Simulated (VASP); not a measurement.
All values below come from r2SCAN meta-GGA, VASP's PBE PAW potentials (set 64) (plane waves; VASP).

The input files of a VASP run:

File KPOINTS_OPT:
```
k-points along high-symmetry lines
10
Line-mode
Reciprocal
  0.000000   0.000000   0.000000 ! GAMMA
  0.500000  -0.500000   0.500000 ! H

  0.500000  -0.500000   0.500000 ! H
 -0.000000   0.000000   0.500000 ! N

 -0.000000   0.000000   0.500000 ! N
  0.000000   0.000000   0.000000 ! GAMMA

  0.000000   0.000000   0.000000 ! GAMMA
  0.250000   0.250000   0.250000 ! P

  0.250000   0.250000   0.250000 ! P
  0.500000  -0.500000   0.500000 ! H

  0.250000   0.250000   0.250000 ! P
 -0.000000   0.000000   0.500000 ! N
```

POSCAR:
```
Cs
1
   -3.1277124645     3.1277124645     3.1277124645
    3.1277124645    -3.1277124645     3.1277124645
    3.1277124645     3.1277124645    -3.1277124645
Cs
1
Direct
  0.0000000000   0.0000000000   0.0000000000
```

### KPOINTS
```
Automatic mesh
0
Gamma
9 9 9
0 0 0
```

### INCAR
```
METAGGA=R2SCAN
LASPH=.TRUE.   # aspherical one-centre terms
SYSTEM=Cs
LMIXTAU=.TRUE.
NEDOS=601   # DOS grid
LREAL=.FALSE.
ISMEAR=-5   # tetrahedra, Bloechl
LMAXMIX=4   # l cut-off of mixed one-centre charges
LCHARG=.FALSE.
EDIFF=1E-7
ALGO=Normal   # blocked Davidson
ISIF=2
PREC=Accurate
LWAVE=.FALSE.
NELM=100
LORBIT=11   # lm-projected
ENCUT=400
```

POTCAR, in this order: Cs_sv (PBE.64 set). Program: vasp_std.

Output

### OUTCAR
```
 ion  position               nearest neighbor table
   1  0.000  0.000  0.000-
  LATTYP: Found a body centered cubic cell.
 ALAT       =     6.2554249290
 Subroutine PRICEL returns:
 Original cell was already a primitive cell.
 Subroutine GETGRP returns: Found 48 space group operations
The static configuration has the point symmetry O_h .
The dynamic configuration has the point symmetry O_h .
 Subroutine INISYM returns: Found 48 space group operations
 Subroutine IBZKPT returns following result:
 Found     35 irreducible k-points:

 Following reciprocal coordinates:
            Coordinates               Weight
  0.000000  0.000000  0.000000      1.000000
  0.111111  0.000000  0.000000     12.000000
  0.222222  0.000000  0.000000     12.000000
  0.333333  0.000000  0.000000     12.000000
  0.444444  0.000000  0.000000     12.000000
  0.111111  0.111111  0.000000     24.000000
  0.222222  0.111111  0.000000     48.000000
  0.333333  0.111111  0.000000     48.000000
  0.444444  0.111111  0.000000     24.000000
  0.222222  0.222222  0.000000     24.000000
  0.333333  0.222222  0.000000     48.000000
  0.333333  0.333333  0.000000      8.000000
  0.111111  0.111111  0.111111      8.000000
  0.222222  0.111111  0.111111     24.000000
  0.333333  0.111111  0.111111     24.000000
 -0.111111  0.111111  0.111111      6.000000
  0.222222  0.222222  0.111111     24.000000
  0.333333  0.222222  0.111111     24.000000
 -0.222222  0.222222  0.111111     24.000000
 -0.333333  0.333333  0.111111     24.000000
 -0.222222  0.333333  0.111111     24.000000
 -0.444444  0.444444  0.111111     24.000000
 -0.333333  0.444444  0.111111     48.000000
 -0.444444 -0.444444  0.111111     24.000000
 -0.333333 -0.444444  0.111111     24.000000
  0.222222  0.222222  0.222222      8.000000
 -0.222222  0.222222  0.222222      6.000000
 -0.333333  0.333333  0.222222     24.000000
 -0.444444  0.444444  0.222222     24.000000
 -0.333333  0.444444  0.222222     24.000000
 -0.444444 -0.444444  0.222222     24.000000
 -0.333333  0.333333  0.333333      6.000000
 -0.444444  0.444444  0.333333     24.000000
 -0.444444 -0.444444  0.333333      8.000000
 -0.444444  0.444444  0.444444      6.000000
   k-points           NKPTS =     35   k-points in BZ     NKDIM =     35   number of bands    NBANDS=      8
   number of dos      NEDOS =    601   number of ions     NIONS =      1
   total plane-waves  NPLWV =  46656
   dimension x,y,z NGX =    36 NGY =   36 NGZ =   36
   dimension x,y,z NGXF=    72 NGYF=   72 NGZF=   72
   ions per type =               1
   PREC   = accura    normal or accurate (medium, high low for compatibility)
   ISTART =      0    job   : 0-new  1-cont  2-samecut
   ICHARG =      2    charge: 1-file 2-atom 10-const
   ISPIN  =      1    spin polarized calculation?
   LNONCOLLINEAR =      F non collinear calculations
   LSORBIT =      F    spin-orbit coupling
   INIWAV =      1    electr: 0-lowe 1-rand  2-diag
   ENCUT  =  400.0 eV  29.40 Ry    5.42 a.u.   8.83  8.83  8.83*2*pi/ulx,y,z
   NELM   =    100;   NELMIN=  2; NELMDL= -5     # of ELM steps
   EDIFF  = 0.1E-06   stopping-criterion for ELM
   LREAL  =      F    real-space projection
   NLSPLINE    = F    spline interpolate recip. space projectors
   LMAXMIX     =    4 max onsite mixed and CHGCAR
   VOSKOWN=      0    Vosko Wilk Nusair interpolation
   EDIFFG = 0.1E-05   stopping-criterion for IOM
   NSW    =      0    number of steps for IOM
   NBLOCK =      1;   KBLOCK =      1    inner block; outer block
   IBRION =     -1    ionic relax: 0-MD 1-quasi-New 2-CG
   NFREE  =      0    steps in history (QN), initial steepest desc. (CG)
...
```

File OSZICAR:
```
       N       E                     dE             d eps       ncg     rms          rms(c)
DAV:   1     0.273578265553E+02    0.27358E+02   -0.26255E+03   560   0.649E+02
DAV:   2    -0.223420879497E+02   -0.49700E+02   -0.49339E+02   736   0.123E+02
DAV:   3    -0.269931940721E+02   -0.46511E+01   -0.46501E+01   600   0.464E+01
DAV:   4    -0.270579133643E+02   -0.64719E-01   -0.64705E-01  1080   0.638E+00
DAV:   5    -0.270579267072E+02   -0.13343E-04   -0.13333E-04   736   0.817E-02    0.251E-01
DAV:   6    -0.257754064481E+02    0.12825E+01   -0.97175E-02   608   0.347E+00    0.250E-01
DAV:   7    -0.244827990101E+02    0.12926E+01   -0.79921E-01   640   0.560E+00    0.475E-01
DAV:   8    -0.248526092004E+02   -0.36981E+00   -0.59415E-01   656   0.550E+00    0.109E-01
DAV:   9    -0.247924860338E+02    0.60123E-01   -0.45975E-01   624   0.476E+00    0.271E-01
DAV:  10    -0.248702856833E+02   -0.77800E-01   -0.27165E-01   584   0.444E+00    0.759E-02
DAV:  11    -0.250293558774E+02   -0.15907E+00   -0.17173E-01   568   0.358E+00    0.521E-02
DAV:  12    -0.250308239491E+02   -0.14681E-02   -0.47834E-03   792   0.867E-01    0.400E-02
DAV:  13    -0.250155610407E+02    0.15263E-01   -0.24128E-02   560   0.214E+00    0.417E-02
DAV:  14    -0.250153947906E+02    0.16625E-03   -0.20921E-04   968   0.123E-01    0.433E-02
DAV:  15    -0.250151047470E+02    0.29004E-03   -0.61431E-05   752   0.104E-01    0.427E-02
DAV:  16    -0.250139863027E+02    0.11184E-02   -0.16333E-03   592   0.446E-01    0.441E-02
DAV:  17    -0.250106164732E+02    0.33698E-02   -0.25317E-03   568   0.625E-01    0.602E-02
DAV:  18    -0.250129327230E+02   -0.23162E-02   -0.18939E-03   560   0.469E-01    0.186E-02
DAV:  19    -0.250162202354E+02   -0.32875E-02   -0.77580E-03   560   0.101E+00    0.163E-02
DAV:  20    -0.250162552807E+02   -0.35045E-04   -0.26541E-04   744   0.208E-01    0.161E-02
DAV:  21    -0.250161712783E+02    0.84002E-04   -0.11101E-04   584   0.112E-01    0.146E-02
DAV:  22    -0.250160300973E+02    0.14118E-03   -0.35820E-04   584   0.212E-01    0.764E-03
DAV:  23    -0.250160234147E+02    0.66826E-05   -0.27935E-05   728   0.509E-02    0.324E-03
DAV:  24    -0.250160341216E+02   -0.10707E-04   -0.21306E-04   560   0.184E-01    0.302E-03
DAV:  25    -0.250160445798E+02   -0.10458E-04   -0.21455E-05   816   0.456E-02    0.110E-03
DAV:  26    -0.250160551185E+02   -0.10539E-04   -0.54250E-05   584   0.722E-02    0.103E-03
DAV:  27    -0.250160492853E+02    0.58333E-05   -0.44800E-06   608   0.197E-02    0.108E-03
DAV:  28    -0.250160476648E+02    0.16205E-05   -0.31819E-06   624   0.235E-02    0.642E-04
DAV:  29    -0.250160480004E+02   -0.33562E-06   -0.32906E-06   592   0.165E-02    0.671E-04
DAV:  30    -0.250160476953E+02    0.30516E-06   -0.49453E-07   640   0.721E-03    0.473E-04
DAV:  31    -0.250160478626E+02   -0.16736E-06   -0.51648E-08   816   0.306E-03    0.353E-04
DAV:  32    -0.250160479016E+02   -0.38981E-07   -0.11248E-07   592   0.415E-03
   1 F= -.25016048E+02 E0= -.25016048E+02  d E =0.000000E+00
       N       E                     dE             ncg
       N       E                     dE             ncg
```

### OUTCAR
```
------------------------ aborting loop because EDIFF is reached ----------------------------------------
  FORCE on cell =-STRESS in cart. coord.  units (eV):
  Direction    XX          YY          ZZ          XY          YZ          ZX
  --------------------------------------------------------------------------------------
  Total       -0.0106191     -0.0106191     -0.0106191     -0.0000000     -0.0000000      0.0000000
  in kB       -0.1390143     -0.1390143     -0.1390143     -0.0000000     -0.0000000      0.0000000
  external PRESSURE =      -0.1390143 kB  Pullay stress =       0.0000000 kB
  volume of cell :      122.39
      direct lattice vectors                 reciprocal lattice vectors
    -3.127712465  3.127712465  3.127712465     0.000000000  0.159861242  0.159861242
     3.127712465 -3.127712465  3.127712465     0.159861242  0.000000000  0.159861242
     3.127712465  3.127712465 -3.127712465     0.159861242  0.159861242  0.000000000
 POSITION                                       TOTAL-FORCE (eV/Angst)
 -----------------------------------------------------------------------------------
      0.00000      0.00000      0.00000         0.000000      0.000000      0.000000
 -----------------------------------------------------------------------------------
    total drift:                               -0.000000      0.000000      0.000000
  FREE ENERGIE OF THE ION-ELECTRON SYSTEM (eV)
  ---------------------------------------------------
  free  energy   TOTEN  =       -25.0160479016 eV

  energy  without entropy=      -25.0160479016  energy(sigma->0) =      -25.01604790

 total charge

# of ion       s       p       d       tot
------------------------------------------
    1        1.878   4.701   0.007   6.586
```
(Selected blocks of OUTCAR.)

### OUTCAR
```
 val. band max:        0.3680228137   @ k =   0.4444   0.0000   0.0000

 cond. band min:       0.4835741747   @ k =  -0.4444   0.4444   0.1111


 Fermi energy:         0.4127649966

 k-point     1 :       0.0000    0.0000    0.0000
  band No.  band energies     occupation
      1     -24.4385      2.00000
      2     -10.8151      2.00000
      3     -10.8151      2.00000
      4     -10.8151      2.00000
      5      -1.3271      2.00000
      6       3.1635      0.00000
      7       3.1635      0.00000
      8       3.1635      0.00000

 k-point     2 :       0.1111    0.0000    0.0000
  band No.  band energies     occupation
      1     -24.4378      2.00000
      2     -10.8287      2.00000
      3     -10.8194      2.00000
      4     -10.8151      2.00000
      5      -1.1919      2.00000
      6       2.9907      0.00000
      7       3.0038      0.00000
      8       3.2959      0.00000

 k-point     3 :       0.2222    0.0000    0.0000
  band No.  band energies     occupation
      1     -24.4362      2.00000
      2     -10.8627      2.00000
      3     -10.8303      2.00000
      4     -10.8152      2.00000
      5      -0.8068      2.00000
      6       2.4193      0.00000
      7       2.6886      0.00000
      8       3.6860      0.00000

 k-point     4 :       0.3333    0.0000    0.0000
  band No.  band energies     occupation
      1     -24.4344      2.00000
      2     -10.9006      2.00000
      3     -10.8426      2.00000
      4     -10.8154      2.00000
      5      -0.2377      2.05704
      6       1.8011      0.00000
      7       2.4149      0.00000
      8       3.9453      0.00000

 k-point     5 :       0.4444    0.0000    0.0000
  band No.  band energies     occupation
      1     -24.4332      2.00000
      2     -10.9248      2.00000
      3     -10.8506      2.00000
      4     -10.8155      2.00000
      5       0.3680      1.26949
      6       1.2663      0.00000
      7       2.2650      0.00000
...
```

For a metal the tetrahedron method with Blöchl corrections gives inexact stress and forces. Unless said otherwise, spin-orbit coupling is left out, though it shifts the bands of the heavy elements here.

The compound is Cs in the bcc structure. It was relaxed first, which changed the volume by +8 %.
